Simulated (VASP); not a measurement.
Method: PBE GGA, VASP's PBE PAW potentials (set 64) (plane waves; VASP).

VASP ran on this input.

**POSCAR**
```
Os16Si
1
    5.5108435923     0.0000000000     0.0000000000
    2.7554223008     4.7725307101     0.0000000000
    0.0000000000     0.0000000000    20.5823898804
Os Si
16 1
Direct
  0.8322675053   0.3354639895   0.3455369454
  0.3333330000   0.3333330000   0.3461892126
  0.8322675053   0.8322675053   0.3455369454
  0.3354639895   0.8322675053   0.3455369454
  0.0000000000   0.0000000000   0.4486280046
  0.4998420065   0.0003159870   0.4480781066
  0.0003159870   0.4998420065   0.4480781066
  0.4998420065   0.4998420065   0.4480781066
  0.8322486243   0.3355017513   0.5530951021
  0.3333330000   0.3333330000   0.5535875077
  0.8322486243   0.8322486243   0.5530951021
  0.3355017513   0.8322486243   0.5530951021
  0.0000000000   0.0000000000   0.6570856249
  0.5008093974   0.9983812051   0.6566456488
  0.9983812051   0.5008093974   0.6566456488
  0.5008093974   0.5008093974   0.6566456488
  0.0000000000   0.0000000000   0.7671572419
```

**KPOINTS**
```
Automatic mesh
0
Gamma
6 6 1
0 0 0
```

### INCAR
```
DIPOL  =  0.5 0.5 0.5
LDIPOL  =  .TRUE.
SYSTEM  =  Os16Si
NELMIN  =  4
ISMEAR  =  1   # Methfessel-Paxton
LWAVE  =  .FALSE.
EDIFF  =  1E-6   # SCF stop (eV)
LREAL  =  .FALSE.   # projection in real space or not
ALGO  =  Normal   # blocked Davidson
LCHARG  =  .FALSE.
LVHAR  =  .TRUE.
GGA  =  PE   # PBE
ENCUT  =  400
IDIPOL  =  3
LORBIT  =  11   # lm-projected
LASPH  =  .TRUE.   # aspherical one-centre terms
SIGMA  =  0.1
LMAXMIX  =  6
PREC  =  Normal
NELM  =  100   # most electronic steps
```

POTCAR, in this order: Os Si (PBE.64 set). Program: vasp_std. Read from the step before: WAVECAR.

The resulting files:

**OSZICAR**
```
       N       E                     dE             d eps       ncg     rms          rms(c)
DAV:   1    -0.175222044807E+03   -0.17522E+03   -0.88513E-03  2156   0.394E-01    0.280E-01
DAV:   2    -0.175501294582E+03   -0.27925E+00   -0.12276E+00  2196   0.468E+00    0.298E+00
DAV:   3    -0.175217770622E+03    0.28352E+00   -0.10497E+00  2204   0.422E+00    0.788E-02
DAV:   4    -0.175219698145E+03   -0.19275E-02   -0.17948E-02  1676   0.351E-01    0.643E-02
DAV:   5    -0.175219665803E+03    0.32342E-04   -0.94398E-04  1796   0.128E-01    0.216E-02
DAV:   6    -0.175219671026E+03   -0.52228E-05   -0.97525E-05  1628   0.496E-02    0.154E-02
DAV:   7    -0.175219669110E+03    0.19157E-05   -0.13412E-05  1572   0.170E-02    0.110E-02
DAV:   8    -0.175219667937E+03    0.11727E-05   -0.44830E-06  1060   0.111E-02    0.688E-03
DAV:   9    -0.175219667839E+03    0.98636E-07   -0.17471E-06   836   0.647E-03
   1 F= -.17521967E+03 E0= -.17522103E+03  d E =0.408625E-02
```

File OUTCAR:
```
------------------------ aborting loop because EDIFF is reached ----------------------------------------
  FORCE on cell =-STRESS in cart. coord.  units (eV):
  Direction    XX          YY          ZZ          XY          YZ          ZX
  --------------------------------------------------------------------------------------
  Total      -17.1217845    -17.1217857     -0.2718708     -0.0000018     -0.0000000      0.0000000
  in kB      -50.6753775    -50.6753810     -0.8046566     -0.0000054     -0.0000000      0.0000000
  external PRESSURE =     -34.0518050 kB  Pullay stress =       0.0000000 kB
  volume of cell :      541.33
      direct lattice vectors                 reciprocal lattice vectors
     5.510843592  0.000000000  0.000000000     0.181460421 -0.104766239  0.000000000
     2.755422301  4.772530710  0.000000000     0.000000000  0.209532439  0.000000000
     0.000000000  0.000000000 20.582389880     0.000000000  0.000000000  0.048585223
 POSITION                                       TOTAL-FORCE (eV/Angst)
 -----------------------------------------------------------------------------------
      5.51084      1.60101      7.11198         0.000000      0.009534      0.000426
      2.75542      1.59084      7.12540        -0.000000     -0.000000      0.005854
      6.87974      3.97202      7.11198        -0.008257     -0.004767      0.000426
      4.14194      3.97202      7.11198         0.008257     -0.004767      0.000426
      0.00000      0.00000      9.23384        -0.000000     -0.000000      0.009303
      2.75542      0.00151      9.22252         0.000000      0.003266      0.001812
      1.37902      2.38551      9.22252         0.002828     -0.001633      0.001812
      4.13183      2.38551      9.22252        -0.002828     -0.001633      0.001812
      5.51084      1.60119     11.38402        -0.000000     -0.010843     -0.004292
      2.75542      1.59084     11.39415        -0.000000     -0.000000     -0.006396
      6.87959      3.97193     11.38402         0.009390      0.005421     -0.004292
      4.14209      3.97193     11.38402        -0.009390      0.005421     -0.004292
      0.00000      0.00000     13.52439        -0.000000     -0.000000     -0.014582
      5.51084      4.76480     13.51534        -0.000000     -0.002159      0.002544
      6.88186      2.39013     13.51534        -0.001870      0.001080      0.002544
      4.13982      2.39013     13.51534         0.001870      0.001080      0.002544
      0.00000      0.00000     15.78993        -0.000000     -0.000000      0.004354
 -----------------------------------------------------------------------------------
    total drift:                                0.001270      0.000733     -0.002385
  FREE ENERGIE OF THE ION-ELECTRON SYSTEM (eV)
  ---------------------------------------------------
  free  energy   TOTEN  =      -175.2196678386 eV

  energy  without entropy=     -175.2237540920  energy(sigma->0) =     -175.22102992

 total charge

# of ion       s       p       d       tot
------------------------------------------
    1        0.647   0.586   5.925   7.158
    2        0.651   0.597   5.928   7.176
    3        0.647   0.586   5.925   7.158
    4        0.647   0.586   5.925   7.158
    5        0.656   0.771   6.013   7.440
    6        0.660   0.777   6.015   7.452
    7        0.660   0.777   6.015   7.452
    8        0.660   0.777   6.015   7.452
    9        0.657   0.767   6.023   7.447
   10        0.654   0.765   6.007   7.426
   11        0.657   0.767   6.023   7.447
   12        0.657   0.767   6.023   7.447
   13        0.684   0.745   6.040   7.469
   14        0.634   0.584   5.935   7.153
   15        0.634   0.584   5.935   7.153
   16        0.634   0.584   5.935   7.153
   17        0.923   0.638   0.000   1.561
--------------------------------------------------
tot         11.362  11.658  95.681 118.701
```
(Selected blocks of OUTCAR.)

The cell is a thin slab with vacuum, built from Os (hcp): (001) face, Si adsorbed.
